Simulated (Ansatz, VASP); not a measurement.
# Cross-check of Sr2C between VASP and Ansatz

Wanted: the spread between two codes on one cell, functional and k mesh. The cell is generated by rule, not measured, and may not be a known phase. The cell is taken from a series of runs on this material, whose earlier steps may have relaxed, scaled, displaced or heated it; both programs get it as it stands.

Method: plane waves, with VASP 6.6.1 beside it; relaxation of cell and atoms at PBEsol, in Ansatz 0.2.0.

**1. The structure**

Symmetry: Fm-3m, No. 225, cubic system. Conventional cell: a = 6.617 Å, b = 6.617 Å, c = 6.617 Å, α = 90.00°, β = 90.00°, γ = 90.00°. Nearest to Sr lie 4 C at 2.87 Å. Nearest to C lie 8 Sr at 2.87 Å. Farther neighbours are not listed.

Structure file:

```cif
data_structure
_symmetry_space_group_name_H-M 'P 1'
_symmetry_Int_Tables_number 1
_cell_length_a 4.6789
_cell_length_b 4.6789
_cell_length_c 4.6789
_cell_angle_alpha 60.000
_cell_angle_beta 60.000
_cell_angle_gamma 60.000
_cell_volume 72.43
loop_
_atom_site_label
_atom_site_type_symbol
_atom_site_fract_x
_atom_site_fract_y
_atom_site_fract_z
_atom_site_occupancy
Sr1 Sr 0.25000 0.25000 0.25000 1
Sr2 Sr 0.75000 0.75000 0.75000 1
C3 C 0.00000 0.00000 0.00000 1
```

**2. VASP: relaxation of cell and atoms, PBEsol, pair 1**

The relaxed volume is the usual yardstick between codes: in a stiff, nearly cubic crystal its relative difference is about their pressure difference at one cell divided by the bulk modulus.

Lines of VASP's logs that name or quote its potential files are left out, and so is its time.

File INCAR:

```
SYSTEM = Sr2C
PREC = Accurate
ENCUT = 600
EDIFF = 1E-07
NELM = 120
ISMEAR = 0
SIGMA = 0.1
LREAL = .FALSE.
ALGO = Normal
GGA = PS
NBANDS = 18
LORBIT = 11
LWAVE = .FALSE.
LCHARG = .FALSE.
ISIF = 3
IBRION = 2
NSW = 80
EDIFFG = -0.005
LASPH = .TRUE.
GGA_COMPAT = .FALSE.
NELMIN = 4
KPAR = 2
```

File POSCAR:

```
Sr2C
1.0
    0.0000000000      3.3085150000      3.3085150000
    3.3085150000      0.0000000000      3.3085150000
    3.3085150000      3.3085150000      0.0000000000
Sr C
2 1
Direct
    0.2500000756      0.2500000756      0.2500000756
    0.7500000756      0.7500000756      0.7500000756
    0.0000000000      0.0000000000      0.0000000000
```

File KPOINTS:

```
Automatic mesh
0
Gamma
10 10 10
0 0 0
```

Potentials, in the order of the species: Sr_sv and C (PBE family, release 64).

Launch:

```bash
$ mpirun -np 2 vasp_std
```

Numbers of over 12 decimals in the logs are rounded to 6 here.

The program printed:

```text
[banner, memory and clock lines left out]
running    2 mpi-ranks, on    1 nodes
 distrk:  each k-point on    1 cores,    2 groups
 distr:  one band on    1 cores,    1 groups

 POSCAR found type information on POSCAR SrC
 POSCAR found :  2 types and       3 ions
|                                                                             |
|               ----> ADVICE to this user running VASP <----                  |
|                                                                             |
|     You enforced a specific xc type in the INCAR file but a different       |
|     [... a line on the potential file left out ...]
|     I HOPE YOU KNOW WHAT YOU ARE DOING!                                     |
|                                                                             |

 LDA part: xc-table for (Slater+PW92), standard interpolation
 POSCAR, INCAR and KPOINTS ok, starting setup
 FFT: planning ... GRIDC
 FFT: planning ... GRID_SOFT
 FFT: planning ... GRID
 WAVECAR not read
 entering main loop
       N       E                     dE             d eps       ncg     rms          rms(c)
DAV:   1     0.126690172613E+03    0.12669E+03   -0.13177E+04  1692   0.137E+03
DAV:   2    -0.460117950973E+01   -0.13129E+03   -0.12841E+03  1984   0.272E+02
DAV:   3    -0.144998416035E+02   -0.98987E+01   -0.98252E+01  2876   0.584E+01
DAV:   4    -0.147235380204E+02   -0.22370E+00   -0.22351E+00  2432   0.799E+00
DAV:   5    -0.147279765509E+02   -0.44385E-02   -0.44380E-02  2582   0.922E-01    0.213E+01
DAV:   6    -0.120327158668E+02    0.26953E+01   -0.32856E+01  1980   0.141E+01    0.240E+01
DAV:   7    -0.116514536812E+02    0.38126E+00   -0.34941E+00  2016   0.525E+00    0.144E+01
DAV:   8    -0.115831052131E+02    0.68348E-01   -0.49984E-01  1994   0.303E+00    0.106E+00
DAV:   9    -0.115705349308E+02    0.12570E-01   -0.13309E-01  2470   0.813E-01    0.424E-01
DAV:  10    -0.115704072564E+02    0.12767E-03   -0.37146E-03  2376   0.194E-01    0.281E-01
DAV:  11    -0.115704934701E+02   -0.86214E-04   -0.42996E-04  1954   0.116E-01    0.598E-02
DAV:  12    -0.115704906976E+02    0.27725E-05   -0.15373E-05  2714   0.201E-02    0.110E-02
DAV:  13    -0.115704904691E+02    0.22852E-06   -0.10018E-05  2818   0.117E-02    0.466E-03
DAV:  14    -0.115704902395E+02    0.22963E-06   -0.33614E-07  1708   0.254E-03    0.261E-03
DAV:  15    -0.115704900454E+02    0.19406E-06   -0.57286E-08  1042   0.147E-03    0.914E-04
DAV:  16    -0.115704900456E+02   -0.22169E-09   -0.76053E-09  1038   0.536E-04
   1 F= -.11570490E+02 E0= -.11566886E+02  d E =-.115705E+02
 curvature:   0.00 expect dE= 0.000E+00 dE for cont linesearch  0.000E+00
 trial: gam= 0.00000 g(F)=  0.143E-41 g(S)=  0.626E-03 ort = 0.000E+00 (trialstep = 0.100E+01)
 search vector abs. value=  0.626E-03
 bond charge predicted
       N       E                     dE             d eps       ncg     rms          rms(c)
DAV:   1    -0.115745397238E+02   -0.40497E-02   -0.94396E-02  2072   0.216E+00    0.553E-01
DAV:   2    -0.115719910187E+02    0.25487E-02   -0.11947E-02  2322   0.639E-01    0.218E-01
DAV:   3    -0.115709099018E+02    0.10811E-02   -0.44088E-03  2834   0.317E-01    0.232E-01
DAV:   4    -0.115707554862E+02    0.15442E-03   -0.14689E-03  2798   0.133E-01    0.163E-01
DAV:   5    -0.115708373177E+02   -0.81831E-04   -0.66691E-05  2826   0.369E-02    0.808E-02
DAV:   6    -0.115708572585E+02   -0.19941E-04   -0.27956E-04  2620   0.794E-02    0.129E-02
DAV:   7    -0.115708572189E+02    0.39620E-07   -0.53779E-06  2186   0.134E-02    0.868E-03
DAV:   8    -0.115708562759E+02    0.94301E-06   -0.77370E-07  2426   0.739E-03    0.160E-03
DAV:   9    -0.115708563708E+02   -0.94888E-07   -0.19704E-08  1010   0.106E-03
   2 F= -.11570856E+02 E0= -.11567136E+02  d E =-.366325E-03
 trial-energy change:   -0.000366  1 .order   -0.000368   -0.000626   -0.000111
 step:   1.2224(harm=  1.2160)  dis= 0.00000  next Energy=   -11.570869 (dE=-0.379E-03)
 bond charge predicted
       N       E                     dE             d eps       ncg     rms          rms(c)
DAV:   1    -0.115710505859E+02   -0.19431E-03   -0.46647E-03  2076   0.479E-01    0.121E-01
DAV:   2    -0.115709259276E+02    0.12466E-03   -0.59123E-04  2320   0.142E-01    0.484E-02
DAV:   3    -0.115708738269E+02    0.52101E-04   -0.21975E-04  2814   0.705E-02    0.511E-02
DAV:   4    -0.115708657442E+02    0.80827E-05   -0.74263E-05  2808   0.301E-02    0.356E-02
DAV:   5    -0.115708684891E+02   -0.27450E-05   -0.32697E-06  2774   0.825E-03    0.179E-02
DAV:   6    -0.115708679613E+02    0.52783E-06   -0.13680E-05  2624   0.175E-02    0.280E-03
DAV:   7    -0.115708680405E+02   -0.79158E-07   -0.28167E-07  1914   0.304E-03
   3 F= -.11570868E+02 E0= -.11567123E+02  d E =-.377995E-03
 curvature:  -0.61 expect dE=-0.108E-06 dE for cont linesearch -0.108E-06
 trial: gam= 0.00000 g(F)=  0.120E-39 g(S)=  0.179E-06 ort =-0.106E-04 (trialstep = 0.104E+01)
 search vector abs. value=  0.179E-06
 reached required accuracy - stopping structural energy minimisation
```

From OUTCAR (step 2):

```text
ion  position               nearest neighbor table
   1  0.250  0.250  0.250-   3 2.87   3 2.87   3 2.87   3 2.87   2 3.31   2 3.31   2 3.31   2 3.31
                             2 3.31   2 3.31
   2  0.750  0.750  0.750-   3 2.87   3 2.87   3 2.87   3 2.87   1 3.31   1 3.31   1 3.31   1 3.31
                             1 3.31   1 3.31
   3  0.000  0.000  0.000-   2 2.87   1 2.87   1 2.87   1 2.87   2 2.87   2 2.87   2 2.87   1 2.87

  LATTYP: Found a face centered cubic cell.
 ALAT       =     6.6170300000

 Subroutine GETGRP returns: Found 48 space group operations
 (whereof 48 operations were pure point group operations)

The static configuration has the point symmetry O_h .

 Found     47 irreducible k-points:

   k-points           NKPTS =     47   k-points in BZ     NKDIM =     47   number of bands    NBANDS=     18

   dimension x,y,z NGX =    40 NGY =   40 NGZ =   40
   dimension x,y,z NGXF=    80 NGYF=   80 NGZF=   80

   ENCUT  =  600.0 eV  44.10 Ry    6.64 a.u.   9.35  9.35  9.35*2*pi/ulx,y,z

   NELECT =      24.0000    total number of electrons

 k-points in reciprocal lattice and weights: Automatic mesh
   0.00000000  0.00000000  0.00000000       0.001
   0.10000000  0.00000000  0.00000000       0.008
   0.20000000  0.00000000  0.00000000       0.008
   0.30000000  0.00000000  0.00000000       0.008
   0.40000000  0.00000000  0.00000000       0.008
   0.50000000  0.00000000  0.00000000       0.004
   0.10000000  0.10000000  0.00000000       0.006
   0.20000000  0.10000000  0.00000000       0.024
   0.30000000  0.10000000  0.00000000       0.024
[...]
-0.30000000  0.40000000  0.20000000       0.024
  -0.30000000  0.50000000  0.20000000       0.012

 average (electrostatic) potential at core
       1 -37.6808       2 -37.6808       3 -50.4909

 E-fermi :   3.0336

 k-point     1 :       0.0000    0.0000    0.0000
  band No.  band energies     occupation
    ...
      9      -5.2442      2.00000
     10       1.5276      2.00000
     11       1.5276      2.00000
     12       1.5276      2.00000
     13       3.0329      1.00807
     14       4.2582      0.00000
     15       4.2582      0.00000
     16       8.3438      0.00000
     17       8.3438      0.00000
     18       8.3438      0.00000

 k-point     2 :       0.1000    0.0000    0.0000
  band No.  band energies     occupation
    ...
      8     -13.7419      2.00000
      9      -5.1827      2.00000
     10       1.3272      2.00000
     11       1.5982      2.00000
     12       1.5982      2.00000
     13       3.5020      0.00000
     14       4.3507      0.00000
     15       4.3507      0.00000
     16       7.8854      0.00000
     17       8.3037      0.00000
    ...

 k-point     3 :       0.2000    0.0000    0.0000
  band No.  band energies     occupation
    ...
      8     -13.8039      2.00000
      9      -5.0269      2.00000
     10       1.1173      2.00000
     11       1.7945      2.00000
     12       1.7945      2.00000
     13       4.4446      0.00000
     14       4.6202      0.00000
     15       4.6202      0.00000
     16       7.0820      0.00000
     17       8.1475      0.00000
    ...

  Total       -0.0019239     -0.0019239     -0.0019239      0.0000000      0.0000000      0.0000000
  in kB       -0.0422714     -0.0422714     -0.0422714      0.0000000      0.0000000      0.0000000
  external PRESSURE =      -0.0422714 kB  Pullay stress =       0.0000000 kB

  energy-cutoff  :      600.00
  volume of cell :       72.92
      direct lattice vectors                 reciprocal lattice vectors
     0.000000000  3.315920813  3.315920813    -0.150787678  0.150787678  0.150787678
     3.315920813  0.000000000  3.315920813     0.150787678 -0.150787678  0.150787678
     3.315920813  3.315920813  0.000000000     0.150787678  0.150787678 -0.150787678

 POSITION                                       TOTAL-FORCE (eV/Angst)
 -----------------------------------------------------------------------------------
      1.65796      1.65796      1.65796        -0.000000     -0.000000     -0.000000
      4.97388      4.97388      4.97388         0.000000      0.000000      0.000000
      0.00000      0.00000      0.00000        -0.000000     -0.000000      0.000000
 -----------------------------------------------------------------------------------
    total drift:                               -0.000706     -0.000706     -0.000706

  FREE ENERGIE OF THE ION-ELECTRON SYSTEM (eV)
  ---------------------------------------------------
  free  energy   TOTEN  =       -11.5708680405 eV

  energy  without entropy=      -11.5633771625  energy(sigma->0) =      -11.56712260

 reached required accuracy - stopping structural energy minimisation

 total charge
# of ion       s       p       d       tot
------------------------------------------
    1        2.046   5.728   0.293   8.067
    2        2.046   5.728   0.293   8.067
    3        0.861   1.288   0.000   2.150
--------------------------------------------------
tot          4.953  12.744   0.586  18.283

[... 3 further parts left out ...]
```

CONTCAR:

```
Sr2C
   1.00000000000000
     0.0000000000000000    3.3159208128291535    3.3159208128291535
     3.3159208128291535    0.0000000000000000    3.3159208128291535
     3.3159208128291535    3.3159208128291535    0.0000000000000000
  Sr              C
     2     1
Direct
     0.2500000755999991    0.2500000755999991    0.2500000755999991
     0.7500000755999991    0.7500000755999991    0.7500000755999991
     0.0000000000000000    0.0000000000000000    0.0000000000000000
```

**3. Ansatz: relaxation of cell and atoms, PBEsol, pair 1**

Ansatz runs on its default PAW (the set named soft_2) files.

The same cell, functional, mesh and smearing now go to Ansatz, which takes its cutoff from its data sets.

File input.yaml:

```yaml
crystal:
  lattice:
    - [0.0, 3.3085154, 3.3085154]
    - [3.3085154, 0.0, 3.3085154]
    - [3.3085154, 3.3085154, 0.0]
  atoms:
    - { symbol: Sr, position: [0.25, 0.25, 0.25] }
    - { symbol: Sr, position: [0.75, 0.75, 0.75] }
    - { symbol: C, position: [0.0, 0.0, 0.0] }
kpoints:
  mp_grid: { grid: [10, 10, 10] }
hamiltonian:
  xc: pbesol
scf:
  occupations: { method: gaussian, width: 0.1 }
output:
  forces: true
  stress: true
  eigenvalues: true
  write_density: true
  write_potential: true
  elf: true
  volumetric_format: npy
relax:
  adjacent_minimum: "off"
  f_tol: 0.005
  max_steps: 80
  cell: { stress_tol: 0.05 }
```

Launch:

```bash
$ ansatz run input.yaml --threads 4 --pin off --max-ram 7168MiB --backend cpu --events-out ev --progress --plain --runs-dir out
```

The program printed:

```text
Engine: ansatz 0.2.0, aarch64-unknown-linux-gnu
Pseudopotentials: kind: paw
Pseudopotential: Sr, paw, valence charge 10, recommended cutoff 420 eV (normal), Sr.paw.azcp
Pseudopotential: C, paw, valence charge 4, recommended cutoff 420 eV (normal), C.paw.azcp
Functional definition: PBEsol
  exchange = pbesol_x
  correlation = pbesol_c
Crystal: 3 atoms, lattice volume = 72.432 Å³
Basis set: ecut = 420 eV, 1411 PW (Γ), exchange–correlation on 64×64×64 points (8 copies of the dense FFT grid, shifted against one another)
Bands: 16, of which v1, the nominal top of the filled ones, is band 12 counted from 1 (11 counted from 0)
Symmetry: 48 space group operations
Space group: Fm-3m (ITA 225), of the structure as read, at distance tolerance 4.2e-5 Å
k-points: 47 of 1000
Non-local potential: Sr, projectors of the file, l = 0: 3, l = 1: 2, l = 2: 2
Non-local potential: C, projectors of the file, l = 0: 2, l = 1: 2, l = 2: 1
PAW form: soft (Blöchl's): semilocal exchange-correlation on the pseudo side does not see the compensation charge
PAW frozen core: Sr, regenerated for the run's functional, and the local potential with it (the file was generated under x = pbe(κ = 0.804, μ = 0.219515), c = pbe(β = 0.066725))
PAW frozen core: C, regenerated for the run's functional, and the local potential with it (the file was generated under x = pbe(κ = 0.804, μ = 0.219515), c = pbe(β = 0.066725))
PAW one-centre angular grid: Sr, 110 points (default); XC on 64 Gauss nodes
PAW one-centre angular grid: C, 110 points (default); XC on 64 Gauss nodes
Initial density: superposition of atomic densities (neutral atoms: chi_scale 0, normalization atom), corrected by the library's trained network
Initial wavefunctions: pseudopotential atomic-orbital guess
Functional: x = pbesol(κ = 0.804, μ = 0.123457), c = pbesol(β = 0.046)
SCF iter   1: F=—  HF=-7229.386755 eV  |F-HF|=—  |Δ(HF+E_count)|=         —  Δρ=5.11e-3  dr2=2.83e-2  ethr=1.77e-3  ⟨swp⟩=9.2  Hψ=5042  notcnv=0
preconditioner: auto → Kerker (q_TF=auto, 2.270 Å⁻¹)  [metal: Δε(μ)=0.018 eV  Ē_g=13.810 eV  σ=0.100 eV  W_gap=0.10  n_scr=14 (ndim 8)  ℏωp=19.5 eV  f_vac=0.000  D(μ)=1.67/eV (n_scr^D=14)]
SCF iter   2: F=—  HF=-7229.384704 eV  |F-HF|=—  |Δ(HF+E_count)|=   2.05e-3  Δρ=2.23e-3  dr2=7.26e-3  ethr=1.18e-4  ⟨swp⟩=2.1  Hψ=1281  notcnv=0
SCF iter   3: F=—  HF=-7229.384622 eV  |F-HF|=—  |Δ(HF+E_count)|=   8.21e-5  Δρ=1.47e-3  dr2=2.90e-3  ethr=3.02e-5  ⟨swp⟩=1.0  Hψ=752  notcnv=0
SCF iter   4: F=—  HF=-7229.384468 eV  |F-HF|=—  |Δ(HF+E_count)|=   1.54e-4  Δρ=4.93e-4  dr2=4.31e-4  ethr=1.21e-5  ⟨swp⟩=1.0  Hψ=752  notcnv=0
SCF iter   5: F=—  HF=-7229.384423 eV  |F-HF|=—  |Δ(HF+E_count)|=   4.53e-5  Δρ=8.29e-5  dr2=7.33e-6  ethr=1.79e-6  ⟨swp⟩=1.1  Hψ=762  notcnv=0
SCF iter   6: F=—  HF=-7229.384422 eV  |F-HF|=—  |Δ(HF+E_count)|=   1.21e-6  Δρ=2.57e-5  dr2=4.44e-7  ethr=3.05e-8  ⟨swp⟩=2.7  Hψ=1261  notcnv=0
SCF iter   7: F=-7229.384422 eV  HF=-7229.384422 eV  |F-HF|=2.87e-9  |Δ(HF+E_count)|=   7.30e-8  Δρ=3.19e-6  dr2=6.38e-9  ethr=4.17e-10  ⟨swp⟩=11.6  Hψ=6334  notcnv=0
SCF 1 converged in 7 iterations: F = -7229.384422 eV  dr2 = 6.38e-9
  greatest PAW one-centre occupation: 0.987 electrons in one spin orbital (limit 2), on the Sr atom at site 1 (counted from 0), in its partial waves of l = 0
relax step   1: F+E_penalty+E_count = -7229.38442181 eV  Δ(F+E_penalty+E_count) = +0.000e0 eV  max|allowed force component| = 1.326e-16 eV/Å  Δτ_max = 0.0000 Å  P = -0.003 GPa  Ω = 72.432 Å³  (7 SCF iters, dr2 threshold 1.00e-7 eV, accepted)
Initial density: handed on by an earlier stage of this run
Initial wavefunctions: pseudopotential atomic-orbital guess (no wavefunctions were taken with the density)
iter 1 solved again at ethr=1.23e-7 eV; its pass at ethr=3.10e-3 eV (dr2=2.96e-5 eV) is discarded
SCF iter   1: F=—  HF=-7229.384421 eV  |F-HF|=—  |Δ(HF+E_count)|=         —  Δρ=3.21e-6  dr2=5.99e-9  ethr=1.23e-7  ⟨swp⟩=4.6  Hψ=7707  notcnv=0
eigensolver tolerance schedule: the retry pair's looser diagonalisation over-reported the residual by 4939.56 of it (diagonalisation noise at 0.24 of the residual, at the tolerance the schedule requests for it); recorded, not acted on — ethr = c·dr2/N_el stays at c = 1.0e-1
preconditioner: auto → Kerker (q_TF=auto, 2.270 Å⁻¹)  [metal: Δε(μ)=0.005 eV  Ē_g=13.809 eV  σ=0.100 eV  W_gap=0.03  n_scr=14 (ndim 8)  ℏωp=19.5 eV  f_vac=0.000  D(μ)=1.44/eV (n_scr^D=8)]
SCF iter   2: F=—  HF=-7229.384422 eV  |F-HF|=—  |Δ(HF+E_count)|=   4.80e-7  Δρ=2.06e-6  dr2=3.12e-9  ethr=2.49e-11  ⟨swp⟩=3.1  Hψ=1652  notcnv=0
SCF iter   3: F=—  HF=-7229.384422 eV  |F-HF|=—  |Δ(HF+E_count)|=   1.80e-9  Δρ=7.88e-7  dr2=6.08e-10  ethr=1.30e-11  ⟨swp⟩=3.0  Hψ=1282  notcnv=0
SCF iter   4: F=—  HF=-7229.384422 eV  |F-HF|=—  |Δ(HF+E_count)|=  6.18e-11  Δρ=3.50e-7  dr2=1.17e-10  ethr=2.53e-12  ⟨swp⟩=2.0  Hψ=932  notcnv=0
SCF iter   5: F=-7229.384422 eV  HF=-7229.384422 eV  |F-HF|=9.09e-13  |Δ(HF+E_count)|=  5.46e-12  Δρ=1.06e-7  dr2=1.32e-11  ethr=1.00e-12  ⟨swp⟩=5.6  Hψ=4018  notcnv=0
SCF 2 converged in 5 iterations: F = -7229.384422 eV  dr2 = 1.32e-11
relax step   2: F+E_penalty+E_count = -7229.38442181 eV  Δ(F+E_penalty+E_count) = -1.104e-9 eV  max|allowed force component| = 5.551e-17 eV/Å  Δτ_max = 0.0000 Å  P = -0.003 GPa  Ω = 72.432 Å³  stress off target by 2.81e-3 GPa  SCF on the basis re-selected at this cell (its energy is not comparable with the rows above)  (5 SCF iters)
basis re-selected at this cell: Δ(F+E_penalty+E_count) = -1.104e-9 eV, ΔP = -0.000 GPa vs the last step (what re-selecting the basis moved, of the pressure what is left beyond the Pulay correction that the steps carried, after the strain that the cell walked since its last selection, with what the two solves' SCF thresholds leave and, on support functions, any second-order correction that the steps lacked; it is no m [...]
SCF converged after 5 iterations
Free energy (F): -7229.384422 eV
Harris-Foulkes:  -7229.384422 eV  (|F-HF|=9.09e-13)
Internal energy: -7229.377225 eV  (E = F + TS)
E sigma→0 (E₀):  -7229.380823 eV
Entropy (-TS):   -0.007197 eV (-2.399 meV/atom)
Fermi energy:    8.629908 eV
--- Per-component energies (eV) ---
  E_band       = -159.901053
  E_kinetic    = 575.041658
  E_local      = -1322.179464  (includes V_loc(G=0)·N_el)
  E_nonlocal   = 433.520746
  E_hartree    = 311.960030
  E_xc         = -390.515513
  E_vxc        = -381.820490  (∫ρ·V_xc dr)
  E_paw        = -5383.188696  (= ΣΔE_a)
  E_vpaw       = -88.383555  (= ΣTr[D̂ρ^β])
  E_aug_tail   = 0.000003  (compensation charges beyond the density's cutoff)
  E_ewald      = -1454.305784
  E_core_change = 0.289795  (= ΣΔE_core)
  E_smearing   = -0.007197  (= −TS)
  E_closure    = 0.000000  (closes the sum)
  Σ components = -7229.384422   (vs F -7229.384422, Δ=0.00e0)
--- Forces (eV/Å), atoms counted from 1 ---
  atom   1  Sr    -0.00000000     0.00000000    -0.00000000
  atom   2  Sr    -0.00000000    -0.00000000     0.00000000
  atom   3  C     -0.00000000     0.00000000    -0.00000000
  max |Σ_I F_I| component: 5.55e-17 eV/Å
--- Stress (GPa, compression-positive) ---
       -0.002815      -0.000000       0.000000
       -0.000000      -0.002815       0.000000
       -0.000000      -0.000000      -0.002815
  P = ⅓ Tr σ = -0.0028 GPa (-0.028 kbar)
--- Band table (eV; the first three rows and the last of 47) ---
  k-point 0: bands = [... 8 lower, 0.3446, 7.1153, 7.1153, 7.1153, 8.6302, 9.8651, 9.8651, 13.9451]
  k-point 1: bands = [... 8 lower, 0.4072, 6.9165, 7.1859, 7.1859, 9.0988, 9.9580, 9.9580, 13.4887]
  k-point 2: bands = [... 8 lower, 0.5657, 6.7096, 7.3826, 7.3826, 10.0411, 10.2283, 10.2283, 12.6881]
  k-point 46: bands = [... 8 lower, 1.0266, 7.2262, 7.8466, 8.4972, 8.7694, 11.2419, 11.3494, 12.6844]
--- Relaxed structure (1 steps of the walk, 1 accepted, 1 SCFs on fresh bases) ---
  F+E_penalty+E_count = -7229.38442181 eV   max|allowed force component| = 5.551e-17 eV/Å   (the final SCF, on the basis selected at the relaxed cell)
  cell:  # Å, volume = 72.4318 Å³
    - [0.0, 3.3085154, 3.3085154]
    - [3.3085154, 0.0, 3.3085154]
    - [3.3085154, 3.3085154, 0.0]
  atoms:
    - { symbol: Sr, position: [0.25, 0.25, 0.25] }
    - { symbol: Sr, position: [0.75, 0.75, 0.75] }
    - { symbol: C, position: [0.0, 0.0, 0.0] }
```

(Part 1 of 2 ends here.)

[Lines on the potential files, build, host, timing and source positions are cut from VASP's logs without a mark.]

[Logs are printed without paths, hosts, clocks, repeated set-up lines and the standing remarks that a program may print on its own settings, such as how far it seeks lower states.]

[Hosts, paths, dates, database ids (printed as entryN), source tags and the programs' standing remarks are cut or masked in the printed files.]
